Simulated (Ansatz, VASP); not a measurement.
# Cross-check of TaN between VASP and Ansatz, part 2 of 2

Wanted: the spread between two codes on one cell, functional and k mesh. The structure shown is the end of the Ansatz relaxation below.

VASP 6.6.1 and Ansatz 0.2.0.

So far. Step 3 (VASP: single point, PBEsol, pair 1): The run ends at a pressure of 0.81 GPa.

**6. VASP: single point, PBEsol, pair 2**

Level of this step: PBEsol; plane waves and PAW (Ta_pv, N) (VASP).

The same cell, functional, mesh and smearing now go to VASP, with its own data sets.

Contents of INCAR:

```
SYSTEM = TaN
PREC = Accurate
ENCUT = 600
EDIFF = 1E-06
NELM = 120
ISMEAR = -1
SIGMA = 0.05
LREAL = .FALSE.
ALGO = Normal
GGA = PS
NBANDS = 14
LASPH = .TRUE.
LORBIT = 11
LWAVE = .FALSE.
LCHARG = .FALSE.
ISIF = 2
GGA_COMPAT = .FALSE.
KPAR = 2
```

Contents of POSCAR:

```
TaN
1.0
    2.8945451700      0.0000000000      0.0000000000
   -1.4472725850      2.5067496496      0.0000000000
    0.0000000000      0.0000000000      2.8816585943
Ta N
1 1
Direct
    0.0000000000      0.0000000000      0.0000000000
    0.6666666667      0.3333333333      0.5000000000
```

Contents of KPOINTS:

```
Automatic mesh
0
Gamma
17 17 15
0 0 0
```

PAW data sets: Ta_pv and N (PBE family, release 64).

Launch:

```sh
> mpirun -np 2 vasp_std
```

Numbers of over 12 decimals in the logs are rounded to 6 here.

Output:

```text
[banner, memory and clock lines left out]
running    2 mpi-ranks, on    1 nodes
[...]
[... a notice as in an earlier step ...]

 LDA part: xc-table for (Slater+PW92), standard interpolation
 POSCAR, INCAR and KPOINTS ok, starting setup
[...]
entering main loop
       N       E                     dE             d eps       ncg     rms          rms(c)
DAV:   1     0.105083639495E+03    0.10508E+03   -0.95284E+03  7392   0.133E+03
DAV:   2    -0.224384492600E+02   -0.12752E+03   -0.12103E+03  8976   0.345E+02
DAV:   3    -0.260901743186E+02   -0.36517E+01   -0.36203E+01  8642   0.581E+01
DAV:   4    -0.261101105346E+02   -0.19936E-01   -0.19932E-01  8634   0.448E+00
[...]
DAV:  10    -0.237945781964E+02    0.87657E-04   -0.55059E-04 10086   0.288E-01    0.139E-01
DAV:  11    -0.237945419902E+02    0.36206E-04   -0.57049E-05  8202   0.799E-02    0.127E-02
DAV:  12    -0.237945419993E+02   -0.91004E-08   -0.39874E-06  9690   0.193E-02
   1 F= -.23794542E+02 E0= -.23794276E+02  d E =-.531816E-03
```

Parts of OUTCAR (step 6):

```text
  Total        1.2312587      1.2312587      0.1363601      0.0000000      0.0000000      0.0000000
  in kB       94.3465624     94.3465623     10.4487459      0.0000000      0.0000000      0.0000000
  external PRESSURE =      66.3806235 kB  Pullay stress =       0.0000000 kB

 POSITION                                       TOTAL-FORCE (eV/Angst)
 -----------------------------------------------------------------------------------
      0.00000      0.00000      0.00000        -0.000000      0.000000      0.000000
      1.44727      0.83558      1.44083         0.000000     -0.000000      0.000000
 -----------------------------------------------------------------------------------
    total drift:                               -0.000000      0.000000      0.000000

  FREE ENERGIE OF THE ION-ELECTRON SYSTEM (eV)
  ---------------------------------------------------
  free  energy   TOTEN  =       -23.7945419993 eV

  energy  without entropy=      -23.7940101833  energy(sigma->0) =      -23.79427609

[... 1 part as in an earlier step ...]

[... 2 further parts left out ...]
[key lines of the parts left out:]
E-fermi :   8.3761
```

The run ends at a pressure of 6.64 GPa.

**7. Differences**

What differs besides the data sets and the points named for the pairs above, as far as they apply: the data sets hold 18 valence electrons in Ansatz (on its PAW soft_1 files) and 16 in VASP. Total energies have different zeros and are not compared.

The two programs side by side:

```csv
quantity,Ansatz,VASP,difference
pressure (GPa),5.75,6.64,-0.89
```

**8. Ansatz: relaxation, PBEsol**

This run makes the geometry at which the two programs are then compared. The cell compared in this pair holds 21.60 Å³, against 20.91 Å³ for the pair before.

The structure compared here is the end of the Ansatz relaxation.

Contents of input.yaml:

```yaml
crystal:
  lattice:
    - [2.95302083, 0.0, 0.0]
    - [-1.476510415, 2.5573910567, 0.0]
    - [0.0, 0.0, 2.85334658]
  atoms:
    - { symbol: Ta, position: [0.0, 0.0, 0.0] }
    - { symbol: "N", position: [0.6666667, 0.3333333, 0.5] }
kpoints:
  mp_grid: { grid: [17, 17, 15] }
scf:
  occupations: { method: fermi_dirac, width: 0.05 }
hamiltonian:
  xc: pbesol
  pseudopotentials: { kind: paw, azcp: { folder: soft_1 }, xc_functional: pbe }
basis:
  ecutwfc: 600
output:
  forces: true
  stress: true
  write_density: true
  write_potential: true
  elf: true
  volumetric_format: npy
relax:
  f_tol: 0.005
  max_steps: 70
  cell: { stress_tol: 0.02, p_target: 0, fix: [a, b, alpha, beta, gamma] }
```

Launch:

```sh
> ansatz run input.yaml --threads 3 --pin off --max-ram 5120MiB --backend cpu --events-out ev --progress --plain --runs-dir out
```

Output:

```text
[...]
Crystal: 2 atoms, lattice volume = 21.549 Å³
Basis set: ecut = 600 eV, 713 PW (Γ), exchange–correlation on 48×48×48 points (8 copies of the dense FFT grid, shifted against one another)
Bands: 13, of which v1, the nominal top of the filled ones, is band 9 counted from 1 (8 counted from 0)
Symmetry: 12 space group operations
[...]
k-points: 264 of 4335 (time reversal used)
[...]
k-point 263: bands = [... 5 lower, 11.7072, 13.3143, 15.9809, 19.5608, 24.2977, 24.9437, 26.6219, 27.3966]
--- Relaxed structure (3 steps of the walk, 3 accepted, 1 SCFs on fresh bases) ---
[...]
cell:  # Å, volume = 21.6001 Å³
    - [2.953021, 0, 0]
    - [-1.476510, 2.557391, 0]
    - [0, 0, 2.860170]
  atoms:
    - { symbol: Ta, position: [-7.401487051415875e-17, 0, 0] }
    - { symbol: N, position: [0.666667, 0.333333, 0.500000] }
[key lines of the parts left out:]
SCF converged after 7 iterations
Free energy (F): -10188.552946 eV
Fermi energy:    19.901351 eV
P = ⅓ Tr σ = -5.3136 GPa (-53.136 kbar)
```

**9. VASP: single point, PBEsol, pair 3**

The same cell, functional, mesh and smearing now go to VASP, with its own data sets.

INCAR is that of step 6.

Contents of POSCAR:

```
TaN
1.0
    2.9530208300      0.0000000000      0.0000000000
   -1.4765104150      2.5573910567      0.0000000000
    0.0000000000      0.0000000000      2.8601700027
Ta N
1 1
Direct
    0.0000000000      0.0000000000      0.0000000000
    0.6666666667      0.3333333333      0.5000000000
```

KPOINTS is that of step 6.

Launch:

```sh
> mpirun -np 2 vasp_std
```

Output:

```text
[... set-up lines as in an earlier step ...]
 entering main loop
       N       E                     dE             d eps       ncg     rms          rms(c)
DAV:   1     0.104681956168E+03    0.10468E+03   -0.95259E+03  7400   0.132E+03
DAV:   2    -0.224366395308E+02   -0.12712E+03   -0.12034E+03  9156   0.344E+02
DAV:   3    -0.261172490284E+02   -0.36806E+01   -0.36529E+01  8574   0.580E+01
DAV:   4    -0.261372618906E+02   -0.20013E-01   -0.20010E-01  8706   0.452E+00
[...]
DAV:  10    -0.237991331046E+02    0.88141E-04   -0.53903E-04  9978   0.285E-01    0.149E-01
DAV:  11    -0.237990882331E+02    0.44871E-04   -0.67995E-05  8586   0.848E-02    0.178E-02
DAV:  12    -0.237990881775E+02    0.55648E-07   -0.51783E-06  9276   0.203E-02
   1 F= -.23799088E+02 E0= -.23798801E+02  d E =-.574453E-03
```

OUTCAR, selected parts (step 9):

```text
  Total       -0.9854759     -0.9854759      0.1184836      0.0000000     -0.0000000      0.0000000
  in kB      -73.0972612    -73.0972612      8.7884715      0.0000000     -0.0000000      0.0000000
  external PRESSURE =     -45.8020170 kB  Pullay stress =       0.0000000 kB

 POSITION                                       TOTAL-FORCE (eV/Angst)
 -----------------------------------------------------------------------------------
      0.00000      0.00000      0.00000         0.000000     -0.000000      0.000000
      1.47651      0.85246      1.43009        -0.000000      0.000000      0.000000
 -----------------------------------------------------------------------------------
    total drift:                               -0.000000      0.000000      0.000000

  FREE ENERGIE OF THE ION-ELECTRON SYSTEM (eV)
  ---------------------------------------------------
  free  energy   TOTEN  =       -23.7990881775 eV

  energy  without entropy=      -23.7985137241  energy(sigma->0) =      -23.79880095

[... 1 part as in an earlier step ...]

[... 2 further parts left out ...]
[key lines of the parts left out:]
E-fermi :   8.0497
```

The run ends at a pressure of -4.58 GPa.

**10. Side by side**

What differs besides the data sets and the points named for the pairs above, as far as they apply: the data sets hold 18 valence electrons in Ansatz (on its PAW soft_1 files) and 16 in VASP. Total energies have different zeros and are not compared.

Both answers:

| quantity | Ansatz | VASP | difference |
| --- | --- | --- | --- |
| pressure (GPa) | -5.31 | -4.58 | -0.73 |

**11. Results**

```
difference in pressure (single point, PBEsol, pair 1) : -0.81 GPa
difference in pressure (single point, PBEsol, pair 2) : -0.89 GPa
difference in pressure (single point, PBEsol, pair 3) : -0.73 GPa
```

What this shows: The difference in pressure is -0.89 GPa (single point, PBEsol, pair 2), within the 1 GPa picked in this series as the mark of a large difference. The data sets hold unlike numbers of valence electrons (18 in Ansatz and 16 in VASP), so part of the differences comes from the potentials. 4 further runs of this series are not shown here. Such differences can come from data sets, numerical settings and the points named under the comparisons, not from the functional's error against experiment.

[Lines on the potential files, build, host, timing and source positions are cut from VASP's logs without a mark.]

[Logs are printed without paths, hosts, clocks, repeated set-up lines and the standing remarks that a program may print on its own settings, such as how far it seeks lower states.]

[Hosts, paths, dates, database ids (printed as entryN), source tags and the programs' standing remarks are cut or masked in the printed files.]
